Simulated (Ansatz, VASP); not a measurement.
# YNbN2 in VASP and in Ansatz

INCAR

```
PREC = Accurate ; ENCUT = 600
EDIFF = 1E-6 ; ISMEAR = 0
SIGMA = 0.1 ; LREAL = F
LASPH = T ; NELM = 100
ALGO = Normal ; ISIF = 3
LWAVE = F ; LCHARG = F
GGA = PE ; IBRION = 2
NSW = 90 ; EDIFFG = -0.04
```

Contents of KPOINTS:

```
regular mesh
0
Gamma
  6 6 4
```

The input POSCAR:

```
YNbN2
1.0
    3.2721688400      0.0000000000      0.0000000000
   -1.6360844200      2.8337813400      0.0000000000
    0.0000000000      0.0000000000      5.3438720200
Y Nb N
1 1 2
Direct
    0.0000000000      0.0000000000      0.5000000000
    0.0000000000      0.0000000000      0.0000000000
    0.3333333300      0.6666666700      0.8071036200
    0.6666666700      0.3333333300      0.1928963800
```

Input for Ansatz:

```yaml
crystal:
  lattice:
    - [3.27216884, 0.0, 0.0]
    - [-1.63608442, 2.83378134, 0.0]
    - [0.0, 0.0, 5.34387202]
  atoms:
    - { symbol: "Y", position: [0.0, 0.0, 0.5] }
    - { symbol: Nb, position: [0.0, 0.0, 0.0] }
    - { symbol: "N", position: [0.33333333, 0.66666667, 0.80710362] }
    - { symbol: "N", position: [0.66666667, 0.33333333, 0.19289638] }
basis:
  ecutwfc: 420
kpoints:
  mp_grid: { grid: [6, 6, 4] }
hamiltonian:
  xc: pbe
scf:
  occupations: { method: gaussian, width: 0.1 }
  lower_state_search: "off"
output:
  forces: true
  stress: true
  eigenvalues: true
relax:
  adjacent_minimum: "off"
  f_tol: 0.04
  max_steps: 70
  cell: { stress_tol: 0.4 }
```

Alike in both runs: task relaxation of cell and atoms; functional PBE; k mesh 6 × 6 × 4; occupations gaussian, width 0.1 eV; no spin polarisation.

|  | VASP | Ansatz |
| --- | --- | --- |
| version | VASP 6.6.1 | Ansatz 0.2.0 |
| potentials or method | VASP PAW PBE potentials, release 64 (Y_sv, Nb_sv, N) | scalar-relativistic, plane waves, PAW |
| plane-wave cutoff (eV) | 600 | 420 |
| valence electrons in the cell | 34 | 34 |

|  | VASP | Ansatz | Ansatz less VASP |
| --- | --- | --- | --- |
| gap on the k mesh at the Fermi level, each at its own relaxed structure (eV) | none | none | - |
| relaxed volume (Å³/atom) | 12.77 | 12.78 | +0.016 |
| relaxed cell length with the largest relative difference (Å) | 3.199 | 3.201 | +0.0020 |
| energy change over the relaxation (meV/atom) | -199 | -201 | -1.4 |

A gap of «none» marks a metal or a gap that the smearing closes.

Caveats: the k mesh is coarse (spacing up to 0.37 Å⁻¹), so the values aren't converged.
